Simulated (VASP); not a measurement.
Output of a VASP run:

**OUTCAR**
```
 ion  position               nearest neighbor table
   1  0.000  0.000  0.000-   4 2.62   4 2.62   4 2.62   3 2.62   4 2.62   3 2.62   3 2.62   3 2.62
                             2 3.03   2 3.03   2 3.03   2 3.03   2 3.03   2 3.03
   2  0.500  0.500  0.500-   3 2.62   3 2.62   3 2.62   3 2.62   4 2.62   4 2.62   4 2.62   4 2.62
                             1 3.03   1 3.03   1 3.03   1 3.03   1 3.03   1 3.03
   3  0.250  0.250  0.250-   1 2.62   1 2.62   1 2.62   1 2.62   2 2.62   2 2.62   2 2.62   2 2.62
                             4 3.03   4 3.03   4 3.03   4 3.03   4 3.03   4 3.03
   4  0.750  0.750  0.750-   2 2.62   2 2.62   2 2.62   1 2.62   2 2.62   1 2.62   1 2.62   1 2.62
                             3 3.03   3 3.03   3 3.03   3 3.03   3 3.03   3 3.03
  LATTYP: Found a face centered cubic cell.
 ALAT       =     6.0511460000
 Subroutine PRICEL returns:
 Original cell was already a primitive cell.
 Subroutine GETGRP returns: Found 48 space group operations
The static configuration has the point symmetry O_h .
The dynamic configuration has the point symmetry O_h .
The overall configuration has the point symmetry O_h .
 Subroutine INISYM returns: Found 48 space group operations
 Subroutine IBZKPT returns following result:
 Found     20 irreducible k-points:

 Following reciprocal coordinates:
            Coordinates               Weight
  0.000000  0.000000  0.000000      1.000000
  0.142857  0.000000  0.000000      8.000000
  0.285714  0.000000  0.000000      8.000000
  0.428571  0.000000  0.000000      8.000000
  0.142857  0.142857  0.000000      6.000000
  0.285714  0.142857  0.000000     24.000000
  0.428571  0.142857  0.000000     24.000000
 -0.428571  0.142857  0.000000     24.000000
 -0.285714  0.142857  0.000000     24.000000
 -0.142857  0.142857  0.000000     12.000000
  0.285714  0.285714  0.000000      6.000000
  0.428571  0.285714  0.000000     24.000000
 -0.428571  0.285714  0.000000     24.000000
 -0.285714  0.285714  0.000000     12.000000
  0.428571  0.428571  0.000000      6.000000
 -0.428571  0.428571  0.000000     12.000000
  0.428571  0.285714  0.142857     24.000000
 -0.428571  0.285714  0.142857     48.000000
 -0.428571  0.428571  0.142857     24.000000
 -0.285714  0.428571  0.142857     24.000000
   k-points           NKPTS =     20   k-points in BZ     NKDIM =     20   number of bands    NBANDS=     27
   number of dos      NEDOS =    301   number of ions     NIONS =      4
   total plane-waves  NPLWV =  13824
   dimension x,y,z NGX =    24 NGY =   24 NGZ =   24
   dimension x,y,z NGXF=    48 NGYF=   48 NGZF=   48
   ions per type =               1   3
   PREC   = accura    normal or accurate (medium, high low for compatibility)
   ISTART =      0    job   : 0-new  1-cont  2-samecut
   ICHARG =      2    charge: 1-file 2-atom 10-const
   ISPIN  =      2    spin polarized calculation?
   LNONCOLLINEAR =      F non collinear calculations
   LSORBIT =      F    spin-orbit coupling
   INIWAV =      1    electr: 0-lowe 1-rand  2-diag
   ENCUT  =  300.0 eV  22.05 Ry    4.70 a.u.   6.04  6.04  6.04*2*pi/ulx,y,z
   NELM   =    100;   NELMIN=  2; NELMDL= -5     # of ELM steps
   EDIFF  = 0.1E-05   stopping-criterion for ELM
   LREAL  =      F    real-space projection
   NLSPLINE    = F    spline interpolate recip. space projectors
   LMAXMIX     =    6 max onsite mixed and CHGCAR
   VOSKOWN=      0    Vosko Wilk Nusair interpolation
   EDIFFG = -.1E-01   stopping-criterion for IOM
   NSW    =     50    number of steps for IOM
   NBLOCK =      1;   KBLOCK =     50    inner block; outer block
   IBRION =      2    ionic relax: 0-MD 1-quasi-New 2-CG
   NFREE  =      1    steps in history (QN), initial steepest desc. (CG)
   ISIF   =      3    stress and relaxation
   ISYM   =      2    0-nonsym 1-usesym 2-fastsym
   TEIN   =    0.0    initial temperature
   TEBEG  =    0.0;   TEEND  =   0.0 temperature during run
   SMASS  =  -3.00    Nose mass-parameter (am)
   PSTRESS=    0.0 pullay stress
   NELECT =      40.0000    total number of electrons
   EFERMI =   0.00;   METHOD = LEGACY
   ISMEAR =     0;   SIGMA  =   0.14  broadening in eV -4-tet -1-fermi 0-gaus
   IALGO  =     38    algorithm
   LDIAG  =      T    sub-space diagonalisation (order eigenvalues)
   IMIX   =      4    mixing-type and parameters
...
```

OSZICAR:
```
...
       N       E                     dE             d eps       ncg     rms          rms(c)
DAV:   1    -0.299289487405E+02   -0.78818E+01   -0.94915E+01  2296   0.131E+02    0.233E+01
DAV:   2    -0.287817247994E+02    0.11472E+01   -0.77120E+01  2332   0.146E+02    0.242E+01
DAV:   3    -0.271936172670E+02    0.15881E+01   -0.89310E+01  2698   0.113E+02    0.212E+01
DAV:   4    -0.230498194503E+02    0.41438E+01   -0.16860E+01  2356   0.861E+01    0.104E+01
DAV:   5    -0.225571122544E+02    0.49271E+00   -0.24029E+00  2746   0.267E+01    0.611E+00
DAV:   6    -0.224632137480E+02    0.93899E-01   -0.26328E-01  2548   0.890E+00    0.402E+00
DAV:   7    -0.225584193047E+02   -0.95206E-01   -0.28839E-01  2836   0.105E+01    0.464E+00
DAV:   8    -0.224011847780E+02    0.15723E+00   -0.41011E-01  2944   0.158E+01    0.901E-01
DAV:   9    -0.224050578367E+02   -0.38731E-02   -0.34070E-02  2256   0.126E+00    0.976E-01
DAV:  10    -0.223993649898E+02    0.56928E-02   -0.88262E-03  3091   0.189E+00    0.356E-01
DAV:  11    -0.223988349309E+02    0.53006E-03   -0.23505E-03  3290   0.671E-01    0.136E-01
DAV:  12    -0.223989106537E+02   -0.75723E-04   -0.43026E-04  3284   0.302E-01    0.144E-01
DAV:  13    -0.223988589048E+02    0.51749E-04   -0.92916E-05  2442   0.175E-01    0.853E-02
DAV:  14    -0.223988395078E+02    0.19397E-04   -0.80832E-05  3144   0.161E-01    0.182E-02
DAV:  15    -0.223988384513E+02    0.10565E-05   -0.12048E-05  2396   0.521E-02    0.106E-02
DAV:  16    -0.223988385645E+02   -0.11323E-06   -0.11924E-06  1112   0.136E-02
   3 F= -.22398839E+02 E0= -.22364835E+02  d E =-.358135E+00  mag=    -0.0066
       N       E                     dE             d eps       ncg     rms          rms(c)
DAV:   1    -0.224342917984E+02   -0.35453E-01   -0.40426E-01  2302   0.803E+00    0.155E+00
DAV:   2    -0.224376627941E+02   -0.33710E-02   -0.30205E-01  2320   0.959E+00    0.190E+00
DAV:   3    -0.224255107723E+02    0.12152E-01   -0.20166E-01  2570   0.102E+01    0.226E+00
DAV:   4    -0.224082413986E+02    0.17269E-01   -0.16151E-01  2484   0.833E+00    0.989E-01
DAV:   5    -0.224017749231E+02    0.64665E-02   -0.18150E-02  2628   0.295E+00    0.218E-01
DAV:   6    -0.224014689933E+02    0.30593E-03   -0.16841E-03  2882   0.441E-01    0.545E-02
DAV:   7    -0.224014549901E+02    0.14003E-04   -0.18608E-04  2306   0.202E-01    0.218E-02
DAV:   8    -0.224014552132E+02   -0.22312E-06   -0.13485E-05  2554   0.701E-02    0.898E-03
DAV:   9    -0.224014539180E+02    0.12953E-05   -0.30345E-06  1712   0.297E-02    0.407E-03
DAV:  10    -0.224014540595E+02   -0.14150E-06   -0.51025E-07  1089   0.112E-02
   4 F= -.22401454E+02 E0= -.22367888E+02  d E =-.360750E+00  mag=    -0.0118
       N       E                     dE             d eps       ncg     rms          rms(c)
DAV:   1    -0.224057759666E+02   -0.43220E-02   -0.51442E-02  2302   0.287E+00    0.553E-01
DAV:   2    -0.224062336417E+02   -0.45768E-03   -0.38617E-02  2320   0.344E+00    0.686E-01
DAV:   3    -0.224049106417E+02    0.13230E-02   -0.26305E-02  2514   0.372E+00    0.818E-01
DAV:   4    -0.224023575279E+02    0.25531E-02   -0.19221E-02  2468   0.308E+00    0.324E-01
DAV:   5    -0.224016507785E+02    0.70675E-03   -0.20385E-03  2756   0.100E+00    0.788E-02
DAV:   6    -0.224016100309E+02    0.40748E-04   -0.18014E-04  2879   0.140E-01    0.154E-02
DAV:   7    -0.224016085986E+02    0.14323E-05   -0.16325E-05  2316   0.485E-02    0.801E-03
DAV:   8    -0.224016085758E+02    0.22740E-07   -0.12643E-06  1155   0.174E-02
   5 F= -.22401609E+02 E0= -.22368196E+02  d E =-.360905E+00  mag=    -0.0221
```

OUTCAR:
```
------------------------ aborting loop because EDIFF is reached ----------------------------------------
  FORCE on cell =-STRESS in cart. coord.  units (eV):
  Direction    XX          YY          ZZ          XY          YZ          ZX
  --------------------------------------------------------------------------------------
  Total        0.0398269      0.0398269      0.0398269     -0.0000000      0.0000000      0.0000000
  in kB        1.3095134      1.3095134      1.3095134     -0.0000000      0.0000000      0.0000000
  external PRESSURE =       1.3095134 kB  Pullay stress =       0.0000000 kB
  volume of cell :       48.73
      direct lattice vectors                 reciprocal lattice vectors
    -0.000000000  2.899006024  2.899006024    -0.172472908  0.172472908  0.172472908
     2.899006024 -0.000000000  2.899006024     0.172472908 -0.172472908  0.172472908
     2.899006024  2.899006024  0.000000000     0.172472908  0.172472908 -0.172472908
 POSITION                                       TOTAL-FORCE (eV/Angst)
 -----------------------------------------------------------------------------------
      0.00000      0.00000      0.00000         0.000000      0.000000      0.000000
      2.89901      2.89901      2.89901         0.000000      0.000000      0.000000
      1.44950      1.44950      1.44950        -0.000000     -0.000000     -0.000000
      4.34851      4.34851      4.34851         0.000000      0.000000      0.000000
 -----------------------------------------------------------------------------------
    total drift:                               -0.000000      0.000000      0.000000
  FREE ENERGIE OF THE ION-ELECTRON SYSTEM (eV)
  ---------------------------------------------------
  free  energy   TOTEN  =       -22.4016085758 eV

  energy  without entropy=      -22.3347824344  energy(sigma->0) =      -22.36819551

 total charge

# of ion       s       p       d       tot
------------------------------------------
    1        0.729   0.646   8.040   9.415
    2        0.430   0.423   8.319   9.172
    3        0.468   0.477   8.326   9.271
    4        0.468   0.477   8.326   9.271
--------------------------------------------------
tot          2.096   2.023  33.011  37.130

 magnetization (x)

# of ion       s       p       d       tot
------------------------------------------
    1        0.000   0.000  -0.003  -0.002
    2       -0.000   0.000  -0.008  -0.008
    3       -0.000   0.000  -0.006  -0.006
    4       -0.000   0.000  -0.006  -0.006
--------------------------------------------------
tot          0.000   0.000  -0.022  -0.022

 reached required accuracy - stopping structural energy minimisation
```
(Selected blocks of OUTCAR.)

POSCAR:
```
Ni3Pt
1
    0.0000000000     3.0255730000     3.0255730000
    3.0255730000     0.0000000000     3.0255730000
    3.0255730000     3.0255730000     0.0000000000
Pt Ni
1 3
Direct
  0.0000000000   0.0000000000   0.0000000000
  0.5000000000   0.5000000000   0.5000000000
  0.2500000000   0.2500000000   0.2500000000
  0.7500000000   0.7500000000   0.7500000000
```

Problem. Reconstruct the remaining input files.

Solution. This is not unique; one that fits is the input of the run itself, PBE GGA, plane waves, VASP's PBE PAW potentials (set 64).

### INCAR
```
SYSTEM = Ni3Pt
PREC = Accurate
ENCUT = 300
EDIFF = 1E-6
NELM = 100
ALGO = Normal
LREAL = .FALSE.
LASPH = .TRUE.
ISMEAR = 0
SIGMA = 0.136
GGA = PE
LMAXMIX = 6
LWAVE = .FALSE.
LCHARG = .FALSE.
ISIF = 3
ISPIN = 2
MAGMOM = 0.0 2.0 2.0 2.0
LORBIT = 11
IBRION = 2
NSW = 50
EDIFFG = -0.01
```

KPOINTS:
```
Automatic mesh
0
G
  7 7 7
0 0 0
```

POTCAR, in this order: Pt Ni (PBE.64 set). Program: vasp_std.

At this cut-off the stress carries a Pulay error, which pulls relaxed volumes low. Energy and stress use the plane-wave basis of the starting cell.

The structure was generated: Ni3Pt was put into an ordered model structure, which need not be its known phase. This run relaxes it. Symmetry was kept, so distortions that lower it aren't found. The run is one of a series of settings (EDIFFG = -0.01, IBRION = 2, ISIF = 3, NSW = 50 against the base run), some of them coarse on purpose.
